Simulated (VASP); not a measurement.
Calculation: LDA (Ceperley-Alder, Perdew-Zunger), VASP's LDA PAW potentials (set 64) (plane waves; VASP 6.6.1).

Input for VASP

**POSCAR**
```
LiF
1
    0.0000000000     1.9527207814     1.9527207814
    1.9527207814     0.0000000000     1.9527207814
    1.9527207814     1.9527207814     0.0000000000
Li F
1 1
Direct
  0.0000000000   0.0000000000   0.0000000000
  0.5000000000   0.5000000000   0.5000000000
```

**KPOINTS**
```
k-points along high-symmetry lines
15
Line-mode
Reciprocal
  0.000000   0.000000   0.000000 ! GAMMA
  0.500000   0.000000   0.500000 ! X

  0.500000   0.000000   0.500000 ! X
  0.625000   0.250000   0.625000 ! U

  0.375000   0.375000   0.750000 ! K
  0.000000   0.000000   0.000000 ! GAMMA

  0.000000   0.000000   0.000000 ! GAMMA
  0.500000   0.500000   0.500000 ! L

  0.500000   0.500000   0.500000 ! L
  0.500000   0.250000   0.750000 ! W

  0.500000   0.250000   0.750000 ! W
  0.500000   0.000000   0.500000 ! X
```

INCAR:
```
! general
SYSTEM=LiF
PREC  =Accurate
ENCUT =520   ! plane-wave cut-off (eV)
LREAL =.FALSE.   ! projection in real space or not
LASPH =.TRUE.
ICHARG=11   ! fixed density

! electronic loop
EDIFF =1E-7
NELM  =100   ! most electronic steps
ALGO  =Normal

! smearing
ISMEAR=0   ! Gaussian
SIGMA =0.05   ! width (eV)

! output
LWAVE =.FALSE.
LCHARG=.FALSE.
LORBIT=11
```

POTCAR, in this order: Li_sv F (LDA.64 set). Program: vasp_std. Read from the step before: CHGCAR.

Output

File OUTCAR:
```
 ion  position               nearest neighbor table
   1  0.000  0.000  0.000-   2 1.95   2 1.95   2 1.95   2 1.95   2 1.95   2 1.95
   2  0.500  0.500  0.500-   1 1.95   1 1.95   1 1.95   1 1.95   1 1.95   1 1.95
  LATTYP: Found a face centered cubic cell.
 ALAT       =     3.9054415628
 Subroutine PRICEL returns:
 Original cell was already a primitive cell.
 Subroutine GETGRP returns: Found 48 space group operations
The static configuration has the point symmetry O_h .
The dynamic configuration has the point symmetry O_h .
 Subroutine INISYM returns: Found 48 space group operations
   k-points           NKPTS =     90   k-points in BZ     NKDIM =     90   number of bands    NBANDS=      9
   number of dos      NEDOS =    301   number of ions     NIONS =      2
   total plane-waves  NPLWV =  13824
   dimension x,y,z NGX =    24 NGY =   24 NGZ =   24
   dimension x,y,z NGXF=    48 NGYF=   48 NGZF=   48
   ions per type =               1   1
   PREC   = accura    normal or accurate (medium, high low for compatibility)
   ISTART =      0    job   : 0-new  1-cont  2-samecut
   ICHARG =     11    charge: 1-file 2-atom 10-const
   ISPIN  =      1    spin polarized calculation?
   LNONCOLLINEAR =      F non collinear calculations
   LSORBIT =      F    spin-orbit coupling
   INIWAV =      1    electr: 0-lowe 1-rand  2-diag
   ENCUT  =  520.0 eV  38.22 Ry    6.18 a.u.   5.13  5.13  5.13*2*pi/ulx,y,z
   NELM   =    100;   NELMIN=  2; NELMDL= -5     # of ELM steps
   EDIFF  = 0.1E-06   stopping-criterion for ELM
   LREAL  =      F    real-space projection
   NLSPLINE    = F    spline interpolate recip. space projectors
   LMAXMIX     =    2 max onsite mixed and CHGCAR
   VOSKOWN=      0    Vosko Wilk Nusair interpolation
   EDIFFG = 0.1E-05   stopping-criterion for IOM
   NSW    =      0    number of steps for IOM
   NBLOCK =      1;   KBLOCK =      1    inner block; outer block
   IBRION =     -1    ionic relax: 0-MD 1-quasi-New 2-CG
   NFREE  =      0    steps in history (QN), initial steepest desc. (CG)
   ISIF   =      2    stress and relaxation
   ISYM   =      2    0-nonsym 1-usesym 2-fastsym
   TEIN   =    0.0    initial temperature
   TEBEG  =    0.0;   TEEND  =   0.0 temperature during run
   SMASS  =  -3.00    Nose mass-parameter (am)
   PSTRESS=    0.0 pullay stress
   NELECT =      10.0000    total number of electrons
   EFERMI =   0.00;   METHOD = LEGACY
   ISMEAR =     0;   SIGMA  =   0.05  broadening in eV -4-tet -1-fermi 0-gaus
   IALGO  =     38    algorithm
   LDIAG  =      T    sub-space diagonalisation (order eigenvalues)
   IMIX   =      4    mixing-type and parameters
     AMIX     =   0.40;   BMIX     =  1.00
     AMIX_MAG =   1.60;   BMIX_MAG =  1.00
     AMIN     =   0.10
   GGA     = CA    functional components
   VOSKOWN =     0    Vosko Wilk Nusair interpolation
   LHFCALC =     F    Hartree Fock is set to
   LHFONE  =     F    Hartree Fock one center treatment
   AEXX    =    0.0000 exact exchange contribution
   IVDW    =     0    specifies the selected vdW correction
   LEPSILON=     F    determine dielectric tensor
   LRPA    =     F    only Hartree local field effects (RPA)
  energy-cutoff  :      520.00
  volume of cell :       14.89
      direct lattice vectors                 reciprocal lattice vectors
     0.000000000  1.952720781  1.952720781    -0.256052993  0.256052993  0.256052993
     1.952720781  0.000000000  1.952720781     0.256052993 -0.256052993  0.256052993
     1.952720781  1.952720781  0.000000000     0.256052993  0.256052993 -0.256052993
 k-point     1 :   0.0000 0.0000 0.0000  plane waves:     411
 k-point     2 :   0.0357 0.0000 0.0357  plane waves:     407
 k-point     3 :   0.0714 0.0000 0.0714  plane waves:     399
 k-point     4 :   0.1071 0.0000 0.1071  plane waves:     391
 k-point     5 :   0.1429 0.0000 0.1429  plane waves:     399
 k-point     6 :   0.1786 0.0000 0.1786  plane waves:     399
 k-point     7 :   0.2143 0.0000 0.2143  plane waves:     399
 k-point     8 :   0.2500 0.0000 0.2500  plane waves:     415
 k-point     9 :   0.2857 0.0000 0.2857  plane waves:     411
 k-point    10 :   0.3214 0.0000 0.3214  plane waves:     411
...
```

### OSZICAR
```
       N       E                     dE             d eps       ncg     rms          rms(c)
DAV:   1     0.291521168478E+02    0.29152E+02   -0.56874E+03  1693   0.114E+03
DAV:   2    -0.933918900622E+01   -0.38491E+02   -0.37497E+02  1771   0.204E+02
DAV:   3    -0.102299127015E+02   -0.89072E+00   -0.88951E+00  2263   0.298E+01
DAV:   4    -0.102355288626E+02   -0.56162E-02   -0.56151E-02  1987   0.219E+00
DAV:   5    -0.102355949289E+02   -0.66066E-04   -0.66066E-04  2229   0.147E-01
DAV:   6    -0.102355953942E+02   -0.46525E-06   -0.46521E-06  1964   0.942E-03
DAV:   7    -0.102355954010E+02   -0.68054E-08   -0.67956E-08  2172   0.832E-04
   1 F= -.10235595E+02 E0= -.10235595E+02  d E =-.129786E-31
```

**OUTCAR**
```
 val. band max:       -0.6883995728   @ k =   0.0536   0.0536   0.1071

 cond. band min:       9.0261014351   @ k =   0.0000   0.0000   0.0000



 k-point     1 :       0.0000    0.0000    0.0000
  band No.  band energies     occupation
      1     -40.2808      2.00000
      2     -20.5275      2.00000
      3      -0.6903      2.00000
      4      -0.6903      2.00000
      5      -0.6903      2.00000
      6       9.0261      0.00000
      7      23.9737      0.00000
      8      23.9887      0.00000
      9      24.0549      0.00000

 k-point     2 :       0.0357    0.0000    0.0357
  band No.  band energies     occupation
      1     -40.2790      2.00000
      2     -20.5194      2.00000
      3      -0.7270      2.00000
      4      -0.7059      2.00000
      5      -0.7059      2.00000
      6       9.0785      0.00000
      7      23.1930      0.00000
      8      23.1934      0.00000
      9      23.6530      0.00000

 k-point     3 :       0.0714    0.0000    0.0714
  band No.  band energies     occupation
      1     -40.2740      2.00000
      2     -20.4955      2.00000
      3      -0.8365      2.00000
      4      -0.7516      2.00000
      5      -0.7516      2.00000
      6       9.2326      0.00000
      7      22.4638      0.00000
      8      22.4639      0.00000
      9      22.6824      0.00000

 k-point     4 :       0.1071    0.0000    0.1071
  band No.  band energies     occupation
      1     -40.2659      2.00000
      2     -20.4559      2.00000
      3      -1.0171      2.00000
      4      -0.8249      2.00000
      5      -0.8249      2.00000
      6       9.4846      0.00000
      7      21.6474      0.00000
      8      21.8533      0.00000
      9      21.8544      0.00000

 k-point     5 :       0.1429    0.0000    0.1429
  band No.  band energies     occupation
      1     -40.2553      2.00000
      2     -20.4015      2.00000
      3      -1.2650      2.00000
      4      -0.9217      2.00000
...
```

The density is held fixed in this step, so its total energy and stress have no physical meaning.

The compound is LiF in the rock salt structure. It was relaxed first, which changed the volume by -9 %.
